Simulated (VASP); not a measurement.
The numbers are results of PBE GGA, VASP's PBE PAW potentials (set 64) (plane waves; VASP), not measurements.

A VASP calculation is set up with these files.

KPOINTS:
```
kpoints
0
gamma
  7 7 5
0 0 0
```

File POSCAR:
```
NiSb
3.930
  0.5000000000  -0.8660254453   0.0000000000
  0.5000000000   0.8660254453   0.0000000000
  0.0000000000   0.0000000000   1.3053435115
Ni Sb
2 2
Cartesian
  0.0000000000   0.0000000000   0.6526717557
  0.0000000000   0.0000000000   0.0000000000
  0.5000000000   0.2886757258   0.3263358779
  0.5000000000  -0.2886757258   0.9790076336
```

**INCAR**
```
LWAVE=.FALSE.
ISIF=2
PREC=Accurate
EDIFF=1E-6   ! SCF stop (eV)
LCHARG=.FALSE.
LASPH=.TRUE.
LREAL=.FALSE.   ! projection in real space or not
GGA=PE
ENCUT=400   ! plane-wave cut-off (eV)
SYSTEM=NiSb
SIGMA=0.1   ! width (eV)
ALGO=Normal
LMAXMIX=4
NELM=100   ! most electronic steps
ISMEAR=1
```

POTCAR, in this order: Ni Sb (PBE.64 set). Program: vasp_std.

The run wrote:

File OUTCAR:
```
 ion  position               nearest neighbor table
   1  0.000  0.000  0.500-   2 2.56   2 2.56   4 2.61   3 2.61   4 2.61   3 2.61   4 2.61   3 2.61
  LATTYP: Found a hexagonal cell.
 ALAT       =     3.9300001413
 C/A-ratio  =     1.3053434645
 Subroutine PRICEL returns:
 Original cell was already a primitive cell.
 Subroutine GETGRP returns: Found 24 space group operations
The static configuration has the point symmetry D_3d.
 The point group associated with its full space group is D_6h.
The dynamic configuration has the point symmetry D_3d.
 Subroutine INISYM returns: Found 24 space group operations
 Subroutine IBZKPT returns following result:
 Found     24 irreducible k-points:

 Following reciprocal coordinates:
            Coordinates               Weight
  0.000000  0.000000  0.000000      1.000000
  0.142857  0.000000  0.000000      6.000000
  0.285714 -0.000000  0.000000      6.000000
  0.428571  0.000000  0.000000      6.000000
  0.142857  0.142857  0.000000      6.000000
  0.285714  0.142857  0.000000     12.000000
  0.428571  0.142857  0.000000      6.000000
  0.285714  0.285714  0.000000      6.000000
  0.000000  0.000000  0.200000      2.000000
  0.142857  0.000000  0.200000     12.000000
  0.285714 -0.000000  0.200000     12.000000
  0.428571  0.000000  0.200000     12.000000
  0.142857  0.142857  0.200000     12.000000
  0.285714  0.142857  0.200000     24.000000
  0.428571  0.142857  0.200000     12.000000
  0.285714  0.285714  0.200000     12.000000
  0.000000  0.000000  0.400000      2.000000
  0.142857  0.000000  0.400000     12.000000
  0.285714 -0.000000  0.400000     12.000000
  0.428571  0.000000  0.400000     12.000000
  0.142857  0.142857  0.400000     12.000000
  0.285714  0.142857  0.400000     24.000000
  0.428571  0.142857  0.400000     12.000000
  0.285714  0.285714  0.400000     12.000000
   k-points           NKPTS =     24   k-points in BZ     NKDIM =     24   number of bands    NBANDS=     19
   number of dos      NEDOS =    301   number of ions     NIONS =      4
   total plane-waves  NPLWV =  28224
   dimension x,y,z NGX =    28 NGY =   28 NGZ =   36
   dimension x,y,z NGXF=    56 NGYF=   56 NGZF=   72
   ions per type =               2   2
   PREC   = accura    normal or accurate (medium, high low for compatibility)
   ISTART =      0    job   : 0-new  1-cont  2-samecut
   ICHARG =      2    charge: 1-file 2-atom 10-const
   ISPIN  =      1    spin polarized calculation?
   LNONCOLLINEAR =      F non collinear calculations
   LSORBIT =      F    spin-orbit coupling
   INIWAV =      1    electr: 0-lowe 1-rand  2-diag
   ENCUT  =  400.0 eV  29.40 Ry    5.42 a.u.   6.41  6.41  8.37*2*pi/ulx,y,z
   NELM   =    100;   NELMIN=  2; NELMDL= -5     # of ELM steps
   EDIFF  = 0.1E-05   stopping-criterion for ELM
   LREAL  =      F    real-space projection
   NLSPLINE    = F    spline interpolate recip. space projectors
   LMAXMIX     =    4 max onsite mixed and CHGCAR
   VOSKOWN=      0    Vosko Wilk Nusair interpolation
   EDIFFG = 0.1E-04   stopping-criterion for IOM
   NSW    =      0    number of steps for IOM
   NBLOCK =      1;   KBLOCK =      1    inner block; outer block
   IBRION =     -1    ionic relax: 0-MD 1-quasi-New 2-CG
   NFREE  =      0    steps in history (QN), initial steepest desc. (CG)
   ISIF   =      2    stress and relaxation
   ISYM   =      2    0-nonsym 1-usesym 2-fastsym
   TEIN   =    0.0    initial temperature
   TEBEG  =    0.0;   TEEND  =   0.0 temperature during run
   SMASS  =  -3.00    Nose mass-parameter (am)
   PSTRESS=    0.0 pullay stress
   NELECT =      30.0000    total number of electrons
   EFERMI =   0.00;   METHOD = LEGACY
   ISMEAR =     1;   SIGMA  =   0.10  broadening in eV -4-tet -1-fermi 0-gaus
...
```

**OSZICAR**
```
       N       E                     dE             d eps       ncg     rms          rms(c)
DAV:   1     0.152681319951E+03    0.15268E+03   -0.10595E+04   912   0.133E+03
DAV:   2    -0.135769198082E+02   -0.16626E+03   -0.16184E+03   924   0.297E+02
DAV:   3    -0.214816847655E+02   -0.79048E+01   -0.76553E+01  1046   0.794E+01
DAV:   4    -0.217006996882E+02   -0.21901E+00   -0.21795E+00  1048   0.127E+01
DAV:   5    -0.217080951601E+02   -0.73955E-02   -0.73942E-02  1078   0.249E+00    0.133E+01
DAV:   6    -0.242662230219E+02   -0.25581E+01   -0.35045E+01  1002   0.108E+02    0.172E+01
DAV:   7    -0.202997492693E+02    0.39665E+01   -0.12631E+01   987   0.755E+01    0.393E+00
DAV:   8    -0.203570256557E+02   -0.57276E-01   -0.15074E+00  1247   0.109E+01    0.261E+00
DAV:   9    -0.202972539087E+02    0.59772E-01   -0.22908E-01  1009   0.859E+00    0.613E-01
DAV:  10    -0.202979202212E+02   -0.66631E-03   -0.79784E-03   990   0.808E-01    0.470E-01
DAV:  11    -0.202975860661E+02    0.33416E-03   -0.60735E-04  1099   0.216E-01    0.138E-01
DAV:  12    -0.202974071428E+02    0.17892E-03   -0.54984E-04  1276   0.401E-01    0.332E-02
DAV:  13    -0.202974114602E+02   -0.43174E-05   -0.71896E-05  1071   0.732E-02    0.259E-02
DAV:  14    -0.202974112633E+02    0.19691E-06   -0.14325E-06   590   0.129E-02
   1 F= -.20297411E+02 E0= -.20298115E+02  d E =0.211102E-02
```

File OUTCAR:
```
------------------------ aborting loop because EDIFF is reached ----------------------------------------
  FORCE on cell =-STRESS in cart. coord.  units (eV):
  Direction    XX          YY          ZZ          XY          YZ          ZX
  --------------------------------------------------------------------------------------
  Total        1.3613396      1.3613397      1.2392637      0.0000000      0.0000000     -0.0000000
  in kB       31.7865898     31.7865929     28.9361801      0.0000000      0.0000000     -0.0000000
  external PRESSURE =      30.8364542 kB  Pullay stress =       0.0000000 kB
  volume of cell :       68.62
      direct lattice vectors                 reciprocal lattice vectors
     1.965000000 -3.403480000  0.000000000     0.254452926 -0.146908458  0.000000000
     1.965000000  3.403480000  0.000000000     0.254452926  0.146908458  0.000000000
     0.000000000  0.000000000  5.130000000     0.000000000  0.000000000  0.194931774
 POSITION                                       TOTAL-FORCE (eV/Angst)
 -----------------------------------------------------------------------------------
      0.00000      0.00000      2.56500        -0.000000     -0.000000      0.000000
      0.00000      0.00000      0.00000        -0.000000     -0.000000      0.000000
      1.96500      1.13450      1.28250         0.000000      0.000000     -0.000000
      1.96500     -1.13450      3.84750         0.000000     -0.000000      0.000000
 -----------------------------------------------------------------------------------
    total drift:                                0.000000      0.000000      0.000000
  FREE ENERGIE OF THE ION-ELECTRON SYSTEM (eV)
  ---------------------------------------------------
  free  energy   TOTEN  =       -20.2974112633 eV

  energy  without entropy=      -20.2995222815  energy(sigma->0) =      -20.29811494
```
(Selected blocks of OUTCAR.)

The compound is NiSb in the NiAs type structure. The cell was not relaxed at this level. The run is not spin-polarised, so no magnetic state was tried.
